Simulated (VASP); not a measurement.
Output of a VASP run:

File OSZICAR:
```
       N       E                     dE             d eps       ncg     rms          rms(c)
DAV:   1     0.539944622778E+03    0.53994E+03   -0.12738E+04  1248   0.187E+03
DAV:   2     0.102563616575E+03   -0.43738E+03   -0.43237E+03  1888   0.436E+02
DAV:   3    -0.486013841255E+01   -0.10742E+03   -0.10652E+03  2260   0.262E+02
DAV:   4    -0.174348108256E+02   -0.12575E+02   -0.12402E+02  2300   0.901E+01
DAV:   5    -0.192415401891E+02   -0.18067E+01   -0.17508E+01  2464   0.308E+01    0.483E+00
DAV:   6    -0.194840653064E+02   -0.24253E+00   -0.27000E+00  2424   0.110E+01    0.247E+00
DAV:   7    -0.195183915378E+02   -0.34326E-01   -0.41470E-01  2368   0.410E+00    0.599E-01
DAV:   8    -0.195286272482E+02   -0.10236E-01   -0.67079E-02  2456   0.159E+00    0.226E-01
DAV:   9    -0.195310403961E+02   -0.24131E-02   -0.12191E-02  2376   0.509E-01    0.173E-01
DAV:  10    -0.195329096525E+02   -0.18693E-02   -0.83346E-03  2072   0.547E-01    0.409E-02
DAV:  11    -0.195329680673E+02   -0.58415E-04   -0.83816E-04  2440   0.217E-01    0.306E-02
DAV:  12    -0.195329723366E+02   -0.42692E-05   -0.13005E-04  1992   0.568E-02    0.179E-02
DAV:  13    -0.195329737939E+02   -0.14574E-05   -0.37367E-05  1984   0.513E-02    0.560E-03
DAV:  14    -0.195329715368E+02    0.22571E-05   -0.67998E-07  1536   0.250E-02    0.202E-03
DAV:  15    -0.195329709458E+02    0.59106E-06    0.19009E-06  1200   0.158E-02
   1 F= -.19532971E+02 E0= -.19533254E+02  d E =-.195330E+02
       N       E                     dE             d eps       ncg     rms          rms(c)
DAV:   1    -0.195350894784E+02   -0.21179E-02   -0.71343E-02  1974   0.302E+00    0.212E-01
DAV:   2    -0.195335199161E+02    0.15696E-02   -0.57354E-03  2116   0.824E-01    0.995E-02
DAV:   3    -0.195331014125E+02    0.41850E-03   -0.28016E-03  2112   0.434E-01    0.237E-02
DAV:   4    -0.195331072496E+02   -0.58371E-05   -0.21883E-04  2224   0.153E-01    0.102E-02
DAV:   5    -0.195331151880E+02   -0.79384E-05   -0.25115E-05  2024   0.361E-02    0.937E-03
DAV:   6    -0.195331194054E+02   -0.42174E-05   -0.61185E-06  1438   0.332E-02    0.417E-03
DAV:   7    -0.195331203751E+02   -0.96971E-06   -0.17612E-06  1208   0.210E-02
   2 F= -.19533120E+02 E0= -.19533425E+02  d E =-.149429E-03
```

### OUTCAR
```
------------------------ aborting loop because EDIFF is reached ----------------------------------------
  FORCE on cell =-STRESS in cart. coord.  units (eV):
  Direction    XX          YY          ZZ          XY          YZ          ZX
  --------------------------------------------------------------------------------------
  Total        0.0056690      0.0056690     -0.0308744      0.0000000      0.0000000      0.0000000
  in kB        0.0609971      0.0609972     -0.3322025      0.0000000      0.0000000      0.0000000
  external PRESSURE =      -0.0700694 kB  Pullay stress =       0.0000000 kB
  volume of cell :      148.90
      direct lattice vectors                 reciprocal lattice vectors
     1.886758183 -3.267961262  0.000000000     0.265004813 -0.153000590  0.000000000
     1.886758183  3.267961262  0.000000000     0.265004813  0.153000590 -0.000000000
     0.000000000  0.000000000 12.074899505    -0.000000000  0.000000000  0.082816424
 POSITION                                       TOTAL-FORCE (eV/Angst)
 -----------------------------------------------------------------------------------
      1.88676     -3.26796      6.03745        -0.000000     -0.000000     -0.000000
      1.88676     -3.26796     12.07490        -0.000000     -0.000000     -0.000000
      1.88676      1.08932      3.01872        -0.000000      0.000000      0.000000
      1.88676     -1.08932      9.05617         0.000000     -0.000000     -0.000000
 -----------------------------------------------------------------------------------
    total drift:                                0.000000      0.000000      0.000000
  FREE ENERGIE OF THE ION-ELECTRON SYSTEM (eV)
  ---------------------------------------------------
  free  energy   TOTEN  =       -19.5331203751 eV

  energy  without entropy=      -19.5340337020  energy(sigma->0) =      -19.53342482

 reached required accuracy - stopping structural energy minimisation
```
(Selected blocks of OUTCAR.)

### POSCAR
```
La
1
    1.8877934990    -3.2697544831     0.0000000000
    1.8877934990     3.2697544831     0.0000000000
    0.0000000000     0.0000000000    12.0933177804
La
4
Direct
  0.0000000000   0.0000000000   0.5000000000
  0.0000000000   0.0000000000   0.0000000000
  0.3333330000   0.6666670000   0.2500000000
  0.6666670000   0.3333330000   0.7500000000
```

**Question.** Write an INCAR and KPOINTS that could have produced this output.

**Answer.** One answer among several that fit: the input of the run itself, PBE GGA, plane waves, VASP's PBE PAW potentials (set 64).

**KPOINTS**
```
Automatic mesh
0
Gamma
9 9 3
0 0 0
```

INCAR:
```
! general
SYSTEM  = La
PREC    = Accurate
ENCUT   = 400   ! plane-wave cut-off (eV)
LREAL   = .FALSE.   ! projection in real space or not
LASPH   = .TRUE.

! electronic loop
EDIFF   = 1E-6
NELM    = 100
ALGO    = Normal   ! blocked Davidson
LMAXMIX = 6

! smearing
ISMEAR  = 1
SIGMA   = 0.1

! functional
GGA     = PE   ! PBE

! ions
IBRION  = 2   ! conjugate gradients
NSW     = 60   ! most ionic steps
ISIF    = 3
EDIFFG  = -0.02   ! ionic stop

! output
LWAVE   = .FALSE.
LCHARG  = .FALSE.
```

POTCAR, in this order: La (PBE.64 set). Program: vasp_std.

The compound is La in the dhcp structure. This run relaxes it. Symmetry was kept, so distortions that lower it aren't found. The start is the result of an earlier pass.
